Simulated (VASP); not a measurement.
# How SCF threshold and smearing change a VASP run on Cu (Copper), part 3 of 3

Aim: find what the SCF threshold and smearing change for Cu (Copper), and what they cost. The series runs use LDA. The start is a cell from a database of measured crystal structures.

VASP 6.6.1; LDA; plane waves and PAW (Cu).

Still holding for the runs below: This run has no spin polarisation. Its electron count is odd, so without a moment it is a metal by construction. The k-mesh is coarse for a metal.

So far. Step 17 (Smearing: ISMEAR = 1, SIGMA = 0.2): Against the run before the energy at zero width moves by +0.43 meV an atom and the pressure by -0.01 GPa, after 12 cycles in 5.2 s. The entropy term T·S comes to 0.43 meV an atom in size.

## Step 18: Smearing: ISMEAR = 1, SIGMA = 0.5

INCAR reads:

```
SYSTEM = Cu
PREC = Accurate
ENCUT = 400
EDIFF = 1E-06
NELM = 100
ISMEAR = 1
SIGMA = 0.5
LREAL = .FALSE.
ALGO = Normal
GGA = CA
NBANDS = 11
LORBIT = 11
LWAVE = .FALSE.
LCHARG = .FALSE.
KPAR = 2
ISIF = 2
```

POSCAR reads:

```
Cu
1.0
    0.0000000000      1.8075000000      1.8075000000
    1.8075000000      0.0000000000      1.8075000000
    1.8075000000      1.8075000000      0.0000000000
Cu
1
Direct
    0.0000000000      0.0000000000      0.0000000000
```

KPOINTS reads:

```
Automatic mesh
0
Gamma
11 11 11
0 0 0
```

Potentials, in the order of the species: Cu (PBE family, release 64).

Started as:

```
mpirun -np 2 vasp_std
```

The program printed:

```text
[... set-up lines as in an earlier step ...]
 entering main loop
       N       E                     dE             d eps       ncg     rms          rms(c)
DAV:   1     0.333506646014E+02    0.33351E+02   -0.46931E+03  1378   0.136E+03
DAV:   2    -0.508762077078E+01   -0.38438E+02   -0.35593E+02  1259   0.179E+02
DAV:   3    -0.588008660947E+01   -0.79247E+00   -0.78940E+00  1402   0.323E+01
DAV:   4    -0.588486650119E+01   -0.47799E-02   -0.47794E-02  1373   0.214E+00
[...]
DAV:  10    -0.470073468326E+01   -0.87191E-05   -0.41354E-05  1783   0.106E-01    0.451E-03
DAV:  11    -0.470073679223E+01   -0.21090E-05   -0.10730E-06   870   0.106E-02    0.628E-04
DAV:  12    -0.470073679456E+01   -0.23319E-08   -0.73500E-08   703   0.461E-03
   1 F= -.47007368E+01 E0= -.47018932E+01  d E =0.346930E-02
```

Elapsed: 5 s, on 2 MPI ranks of AMD EPYC 7R43, shared host; peak memory 0.15 GiB; 8.8 s of CPU time.

From OUTCAR (step 18):

```text
  Total       -0.9246730     -0.9246730     -0.9246730      0.0000000     -0.0000000      0.0000000
  in kB     -125.4393666   -125.4393666   -125.4393666      0.0000000     -0.0000000      0.0000000
  external PRESSURE =    -125.4393666 kB  Pullay stress =       0.0000000 kB

  FREE ENERGIE OF THE ION-ELECTRON SYSTEM (eV)
  ---------------------------------------------------
  free  energy   TOTEN  =        -4.7007367946 eV

  energy  without entropy=       -4.7042060921  energy(sigma->0) =       -4.70189323

[... 3 parts as in an earlier step ...]

[... 1 further part left out ...]
[key lines of the parts left out:]
E-fermi :   7.2554
```

Against the run before the energy at zero width moves by +0.65 meV an atom and the pressure by +0.07 GPa, after 12 cycles in 5 s. The entropy term T·S comes to 3.47 meV an atom in size.

## Step 19: Smearing: ISMEAR = -5

Edit INCAR of step 18 so:

```diff
@@ -5,4 +5,4 @@
 NELM = 100
-ISMEAR = 1
-SIGMA = 0.5
+ISMEAR = -5
+SIGMA = 0.05
 LREAL = .FALSE.
```

POSCAR is that of step 18.

KPOINTS is that of step 18.

Started as:

```
mpirun -np 2 vasp_std
```

The program printed:

```text
[... set-up lines as in an earlier step ...]
 entering main loop
       N       E                     dE             d eps       ncg     rms          rms(c)
DAV:   1     0.333684791529E+02    0.33368E+02   -0.46931E+03  1378   0.136E+03
DAV:   2    -0.509475743299E+01   -0.38463E+02   -0.35619E+02  1259   0.179E+02
DAV:   3    -0.588535175811E+01   -0.79059E+00   -0.78723E+00  1402   0.323E+01
DAV:   4    -0.589012573701E+01   -0.47740E-02   -0.47709E-02  1373   0.214E+00
[...]
DAV:   9    -0.469795892661E+01    0.26904E-02   -0.14081E-02  1430   0.211E+00    0.202E-02
DAV:  10    -0.469796897761E+01   -0.10051E-04   -0.54063E-05  1814   0.127E-01    0.458E-03
DAV:  11    -0.469796971924E+01   -0.74162E-06   -0.14607E-06   893   0.126E-02
   1 F= -.46979697E+01 E0= -.46979697E+01  d E =0.000000E+00
 -----------------------------------------------------------------------------
|                                                                             |
|           W    W    AA    RRRRR   N    N  II  N    N   GGGG   !!!           |
|           W    W   A  A   R    R  NN   N  II  NN   N  G    G  !!!           |
|           W    W  A    A  R    R  N N  N  II  N N  N  G       !!!           |
|           W WW W  AAAAAA  RRRRR   N  N N  II  N  N N  G  GGG   !            |
|           WW  WW  A    A  R   R   N   NN  II  N   NN  G    G                |
|           W    W  A    A  R    R  N    N  II  N    N   GGGG   !!!           |
|                                                                             |
|     Tetrahedron method does not include variations of the Fermi             |
|     occupations, so forces and stress will be inaccurate. We suggest        |
|     using a different smearing scheme ISMEAR = 1 or 2 for metals in         |
|     relaxations.                                                            |
|                                                                             |
 -----------------------------------------------------------------------------
```

Wall time 6.6 s (2 MPI ranks); peak memory 0.16 GiB; 12 s of CPU time.

OUTCAR, selected parts (step 19):

```text
  Total       -0.9083641     -0.9083641     -0.9083641      0.0000000     -0.0000000      0.0000000
  in kB     -123.2269304   -123.2269304   -123.2269304      0.0000000     -0.0000000      0.0000000
  external PRESSURE =    -123.2269304 kB  Pullay stress =       0.0000000 kB

  FREE ENERGIE OF THE ION-ELECTRON SYSTEM (eV)
  ---------------------------------------------------
  free  energy   TOTEN  =        -4.6979697192 eV

  energy  without entropy=       -4.6979697192  energy(sigma->0) =       -4.69796972

[... 3 parts as in an earlier step ...]

[... 1 further part left out ...]
[key lines of the parts left out:]
E-fermi :   7.2463
```

With tetrahedra the forces and stress of a metal are not exact derivatives of the energy.

Against the first of the series the energy at zero width moves by +4.94 meV an atom and the pressure by +0.27 GPa, after 11 cycles in 6.6 s.

## Step 20: The smearing series as a table

This step: convergence of LDA results with the smearing; plane waves and PAW (VASP 6.6.1).

No new run; the numbers come from the runs before.

One cell and one 11×11×11 mesh. Free energy against width, by row:

```
Gaussian width σ (eV)  free energy less that at the narrowest width (meV/atom)
                 0.01                                                        0
                 0.05                                                    -0.05
                  0.1                                                    -0.19
                  0.2                                                    -1.65
                  0.5                                                   -14.81
```

Differences are taken from the run with ISMEAR = 0, SIGMA = 0.01. Results of the series, by row:

```
                 setting     status  energy less the reference (meV/atom)  pressure (GPa)  SCF cycles  wall time (s)
ISMEAR = 0, SIGMA = 0.01  converged                                     0           -12.6          12              6
ISMEAR = 0, SIGMA = 0.05  converged                              -0.02556           -12.6          12            5.8
 ISMEAR = 0, SIGMA = 0.1  converged                                 0.122           -12.6          12            4.6
 ISMEAR = 0, SIGMA = 0.2  converged                                0.4999          -12.57          12              6
 ISMEAR = 0, SIGMA = 0.5  converged                                 2.003           -12.3          12            5.8
ISMEAR = 1, SIGMA = 0.01  converged                               0.00936           -12.6          12            5.8
ISMEAR = 1, SIGMA = 0.05  converged                              -0.08557          -12.61          12            3.6
 ISMEAR = 1, SIGMA = 0.1  converged                              -0.05789          -12.61          12            5.6
 ISMEAR = 1, SIGMA = 0.2  converged                                0.3694          -12.62          12            5.2
 ISMEAR = 1, SIGMA = 0.5  converged                                 1.015          -12.54          12              5
             ISMEAR = -5  converged                                 4.939          -12.32          11            6.6
```

## Step 21: What came out

* SCF threshold from which the energy stays within 10 meV/atom of the reference: EDIFF = 0.01
* SCF threshold from which the energy stays within 1 meV/atom of the reference: EDIFF = 0.01
* SCF threshold from which the pressure stays within 0.2 GPa of the reference: EDIFF = 1E-06
* spread of the pressure over the SCF threshold: 3.01 GPa
* spread of the energy over the SCF threshold: 0.0683 meV/atom
* spread of the pressure over the smearing: 0.317 GPa
* spread of the energy over the smearing: 5.02 meV/atom

**Reading.** From EDIFF = 0.01 on, the energy stays within 1 meV an atom of the reference, at 72 % of its time. The pressure holds within 0.2 GPa from EDIFF = 1E-06 on. The loosest stop saves 3 of 12 cycles and costs +0.1 meV an atom, +2.18 GPa. The usual rule keeps the entropy term T·S under 1 meV an atom, which holds up to a width of 0.1 eV for Gaussian and 0.2 eV for first-order Methfessel-Paxton. That rule is made for Methfessel-Paxton; with the other schemes the zero-width estimate is the energy to use. Farthest in energy from the narrowest smearing lies ISMEAR = -5 (+4.9 meV an atom, +0.27 GPa). On a fixed mesh a narrow width is not the exact answer for a metal: it samples the Fermi surface more noisily. Forces vanish by symmetry in this cell, so the series can't test them.

[Lines on the potential files, build, host, timing and source positions are cut from VASP's logs without a mark.]

[Logs are printed without paths, hosts, clocks, repeated set-up lines and the standing remarks that a program may print on its own settings, such as how far it seeks lower states.]

[Hosts, paths, dates, database ids (printed as entryN), source tags and the programs' standing remarks are cut or masked in the printed files.]

[A measured line is paired with the nearest computed mode of its activity, which favours agreement.]
